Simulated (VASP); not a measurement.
Calculation: SCAN meta-GGA, VASP's PBE PAW potentials (set 64) (plane waves; VASP 6.6.1).

VASP ran on this input.

KPOINTS:
```
Automatic mesh
0
Gamma
1 1 1
0 0 0
```

**POSCAR**
```
Si atom
1
   12.0000000000     0.0000000000     0.0000000000
    0.0000000000    12.5000000000     0.0000000000
    0.0000000000     0.0000000000    13.0000000000
Si
1
Direct
  0.0000000000   0.0000000000   0.0000000000
```

**INCAR**
```
SYSTEM = Si atom
PREC = Normal; ENCUT = 520; LREAL = .FALSE.
LASPH = .TRUE.; ISYM = 0
EDIFF = 1E-6; NELM = 200; ALGO = All
LMIXTAU = .TRUE.
ISMEAR = 0; SIGMA = 0.01
METAGGA = SCAN
ISPIN = 2; MAGMOM = 2; NUPDOWN = 2
LWAVE = .FALSE.; LCHARG = .FALSE.; LORBIT = 10
```

POTCAR, in this order: Si (PBE.64 set). Program: vasp_gam. Read from the step before: WAVECAR.

The run wrote:

**OUTCAR**
```
 ion  position               nearest neighbor table
   1  0.000  0.000  0.000-
 Subroutine IBZKPT returns following result:
 Found      1 irreducible k-points:

 Following reciprocal coordinates:
            Coordinates               Weight
  0.000000  0.000000  0.000000      1.000000
   k-points           NKPTS =      1   k-points in BZ     NKDIM =      1   number of bands    NBANDS=      7
   number of dos      NEDOS =    301   number of ions     NIONS =      1
   total plane-waves  NPLWV = 392000
   dimension x,y,z NGX =    70 NGY =   70 NGZ =   80
   dimension x,y,z NGXF=   140 NGYF=  140 NGZF=  160
   ions per type =               1
   PREC   = normal    normal or accurate (medium, high low for compatibility)
   ISTART =      1    job   : 0-new  1-cont  2-samecut
   ICHARG =      0    charge: 1-file 2-atom 10-const
   ISPIN  =      2    spin polarized calculation?
   LNONCOLLINEAR =      F non collinear calculations
   LSORBIT =      F    spin-orbit coupling
   INIWAV =      1    electr: 0-lowe 1-rand  2-diag
   ENCUT  =  520.0 eV  38.22 Ry    6.18 a.u.  22.31 23.24 24.17*2*pi/ulx,y,z
   NELM   =    200;   NELMIN=  2; NELMDL=  0     # of ELM steps
   EDIFF  = 0.1E-05   stopping-criterion for ELM
   LREAL  =      F    real-space projection
   NLSPLINE    = F    spline interpolate recip. space projectors
   LMAXMIX     =    2 max onsite mixed and CHGCAR
   VOSKOWN=      0    Vosko Wilk Nusair interpolation
   EDIFFG = 0.1E-04   stopping-criterion for IOM
   NSW    =      0    number of steps for IOM
   NBLOCK =      1;   KBLOCK =      1    inner block; outer block
   IBRION =     -1    ionic relax: 0-MD 1-quasi-New 2-CG
   NFREE  =      0    steps in history (QN), initial steepest desc. (CG)
   ISIF   =      2    stress and relaxation
   ISYM   =      0    0-nonsym 1-usesym 2-fastsym
   TEIN   =    0.0    initial temperature
   TEBEG  =    0.0;   TEEND  =   0.0 temperature during run
   SMASS  =  -3.00    Nose mass-parameter (am)
   PSTRESS=    0.0 pullay stress
   NELECT =       4.0000    total number of electrons
   EFERMI =   0.00;   METHOD = LEGACY
   ISMEAR =     0;   SIGMA  =   0.01  broadening in eV -4-tet -1-fermi 0-gaus
   IALGO  =     58    algorithm
   LDIAG  =      T    sub-space diagonalisation (order eigenvalues)
   IMIX   =      4    mixing-type and parameters
     AMIX     =   0.40;   BMIX     =  1.00
     AMIX_MAG =   1.60;   BMIX_MAG =  1.00
     AMIN     =   0.10
   METAGGA = SCAN    functional components
   VOSKOWN =     0    Vosko Wilk Nusair interpolation
   LHFCALC =     F    Hartree Fock is set to
   LHFONE  =     F    Hartree Fock one center treatment
   AEXX    =    0.0000 exact exchange contribution
   IVDW    =     0    specifies the selected vdW correction
   LEPSILON=     F    determine dielectric tensor
   LRPA    =     F    only Hartree local field effects (RPA)
  energy-cutoff  :      520.00
  volume of cell :     1950.00
      direct lattice vectors                 reciprocal lattice vectors
    12.000000000  0.000000000  0.000000000     0.083333333  0.000000000  0.000000000
     0.000000000 12.500000000  0.000000000     0.000000000  0.080000000  0.000000000
     0.000000000  0.000000000 13.000000000     0.000000000  0.000000000  0.076923077
 k-point     1 :   0.0000 0.0000 0.0000  plane waves:   26244
 maximum number of plane-waves:     26244
```

OSZICAR:
```
       N       E                     dE             d eps       ncg     rms           ort
SDA:   1    -0.503601906282E+01   -0.50360E+01    0.00000E+00     7   0.389E-01   0.000E+00
SDA:   2    -0.504798959655E+01   -0.11971E-01   -0.10974E-01     7   0.781E-02   0.976E-02
SDA:   3    -0.513733368135E+01   -0.89344E-01   -0.89179E-01     7   0.215E+00  -0.242E-01
SDA:   4    -0.519781693966E+01   -0.60483E-01   -0.12875E+00     7   0.433E+00  -0.218E+00
CGA:   5    -0.529042439158E+01   -0.92607E-01   -0.93114E-01     7   0.125E-01  -0.233E-02
CGA:   6    -0.529561953310E+01   -0.51951E-02   -0.51957E-02     7   0.555E-02  -0.369E-04
CGA:   7    -0.529868670440E+01   -0.30672E-02   -0.30678E-02     7   0.146E-02  -0.591E-05
CGA:   8    -0.529926451074E+01   -0.57781E-03   -0.57431E-03     7   0.344E-03  -0.117E-03
SDA:   9    -0.529942331504E+01   -0.15880E-03   -0.18118E-03     7   0.173E-03  -0.148E-03
CGA:  10    -0.529946241237E+01   -0.39097E-04   -0.42083E-04     7   0.154E-04   0.149E-04
SDA:  11    -0.529946402097E+01   -0.16086E-05   -0.35220E-05     7   0.652E-05   0.943E-05
 trl  12    -0.529946391676E+01    0.10421E-06   -0.20926E-05     7   0.652E-05   0.484E-05
SDA:  13    -0.529946363303E+01    0.38794E-06   -0.20926E-05     7   0.350E-05   0.400E-05
   1 F= -.52994636E+01 E0= -.52994636E+01  d E =-.328268E-17  mag=     2.0000
```

File OUTCAR:
```
------------------------ aborting loop because EDIFF is reached ----------------------------------------
  FORCE on cell =-STRESS in cart. coord.  units (eV):
  Direction    XX          YY          ZZ          XY          YZ          ZX
  --------------------------------------------------------------------------------------
  Total        0.0247937      0.0022564      0.0029548     -0.0008558     -0.0005315     -0.0007624
  in kB        0.0203712      0.0018540      0.0024277     -0.0007032     -0.0004367     -0.0006264
  external PRESSURE =       0.0082176 kB  Pullay stress =       0.0000000 kB
  volume of cell :     1950.00
      direct lattice vectors                 reciprocal lattice vectors
    12.000000000  0.000000000  0.000000000     0.083333333  0.000000000  0.000000000
     0.000000000 12.500000000  0.000000000     0.000000000  0.080000000  0.000000000
     0.000000000  0.000000000 13.000000000     0.000000000  0.000000000  0.076923077
 POSITION                                       TOTAL-FORCE (eV/Angst)
 -----------------------------------------------------------------------------------
      0.00000      0.00000      0.00000         0.000084     -0.000014     -0.000005
 -----------------------------------------------------------------------------------
    total drift:                                0.000084     -0.000014     -0.000005
  FREE ENERGIE OF THE ION-ELECTRON SYSTEM (eV)
  ---------------------------------------------------
  free  energy   TOTEN  =        -5.2994636330 eV

  energy  without entropy=       -5.2994636330  energy(sigma->0) =       -5.29946363

 total charge

# of ion       s       p       d       tot
------------------------------------------
    1        0.948   0.583   0.000   1.532

 magnetization (x)

# of ion       s       p       d       tot
------------------------------------------
    1       -0.006   0.583   0.000   0.578
```
(Selected blocks of OUTCAR.)

The atom may not be in its lowest state.

The cell is a free atom in a box.
